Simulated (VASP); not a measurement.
An input for Ansatz (written as the equivalent of a VASP run, and not itself run):

Ansatz 0.2 input:
```yaml
crystal:
  lattice:
    - [5.0368174, 0.0000000, 0.0000000]
    - [0.0000000, 5.0368174, 0.0000000]
    - [0.0000000, 0.0000000, 7.0244294]
  atoms:
    - { symbol: Si, position: [0.2979466, 0.2979466, 0.0000000] }
    - { symbol: Si, position: [0.7979466, 0.2020534, 0.7500000] }
    - { symbol: Si, position: [0.2020534, 0.7979466, 0.2500000] }
    - { symbol: Si, position: [0.7020534, 0.7020534, 0.5000000] }
    - { symbol: O, position: [0.2395468, 0.1009983, 0.1775818] }
    - { symbol: O, position: [0.7395468, 0.3990017, 0.5724182] }
    - { symbol: O, position: [0.2604532, 0.6009983, 0.0724182] }
    - { symbol: O, position: [0.7604532, 0.8990017, 0.6775818] }
    - { symbol: O, position: [0.8990017, 0.7604532, 0.3224182] }
    - { symbol: O, position: [0.3990017, 0.7395468, 0.4275818] }
    - { symbol: O, position: [0.6009983, 0.2604532, 0.9275818] }
    - { symbol: O, position: [0.1009983, 0.2395468, 0.8224182] }
kpoints:
  mp_grid: { grid: [5, 5, 4] }
hamiltonian:
  xc: pbesol
  pseudopotentials: { kind: paw }
scf:
  occupations: { method: tetrahedron }
  max_iter: 100
output: { forces: true, stress: true, eigenvalues: true }
```

Problem. Translate this input to VASP (INCAR, KPOINTS, POSCAR, choice of POTCAR).

Solution. Several could match; the one computed here: 
### POSCAR
```
SiO2
1
    5.0368174248     0.0000000000     0.0000000000
    0.0000000000     5.0368174248     0.0000000000
    0.0000000000     0.0000000000     7.0244294103
Si O
4 8
Direct
  0.2979465844   0.2979465844   0.0000000000
  0.7979465844   0.2020534156   0.7500000000
  0.2020534156   0.7979465844   0.2500000000
  0.7020534156   0.7020534156   0.5000000000
  0.2395468149   0.1009982874   0.1775818025
  0.7395468149   0.3990017126   0.5724181975
  0.2604531851   0.6009982874   0.0724181975
  0.7604531851   0.8990017126   0.6775818025
  0.8990017126   0.7604531851   0.3224181975
  0.3990017126   0.7395468149   0.4275818025
  0.6009982874   0.2604531851   0.9275818025
  0.1009982874   0.2395468149   0.8224181975
```

### INCAR
```
ALGO  =  Normal
EDIFF  =  1E-7
ENCUT  =  520
GGA  =  PS
ISIF  =  2
ISMEAR  =  -5
LASPH  =  .True.
LCHARG  =  .True.
LEFG  =  .True.
LORBIT  =  11
LREAL  =  .False.
LWAVE  =  .False.
NEDOS  =  601
NELM  =  100
PREC  =  Accurate
SYSTEM  =  SiO2
```

KPOINTS:
```
Automatic mesh
0
Gamma
5 5 4
0 0 0
```

POTCAR, in this order: Si O (PBE.64 set). Program: vasp_std.

What does not carry over: each code has its own PAW files, so the cut-off isn't converted (ENCUT is set for VASP's; basis.ecutwfc is left out, and Ansatz then takes the one that its files recommend); Ansatz stops its SCF on the density residual and VASP on the energy change (EDIFF); the field gradients of LEFG aren't asked of the other code.

The compound is SiO2 in the cristobalite structure. It was relaxed first, which changed the volume by +5 %.
